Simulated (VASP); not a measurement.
```
CELL_PARAMETERS angstrom
      5.20969     0.00000     0.00000
      0.00000     5.20969     0.00000
      0.00000     0.00000    25.21962
ATOMIC_POSITIONS crystal
  K  0.50000 0.00000 0.34340
  K  0.00000 0.50000 0.44951
  K  0.50000 0.00000 0.55049
  K  0.00000 0.50000 0.65660
```

Level of theory: PBEsol GGA, VASP's PBE PAW potentials (set 64) (plane waves; VASP). Run with PREC = Normal, 400 eV cut-off, 6×6×1 Γ-centred mesh, first-order Methfessel-Paxton smearing of 0.10 eV, potentials K_sv.

Question: What does the run give for the energy per atom (σ→0), band gap (on the k-mesh) with the smallest direct gap where there is one?

Answer: 
```yaml
band gap (on the k-mesh): none (metal, semimetal or under 0.01 eV)
energy per atom (σ→0): -1.023 eV/atom
```

The absolute energy has meaning only against runs of the same code, potentials and settings.

The cell is a thin slab with vacuum, built from K (bcc): (100) face.
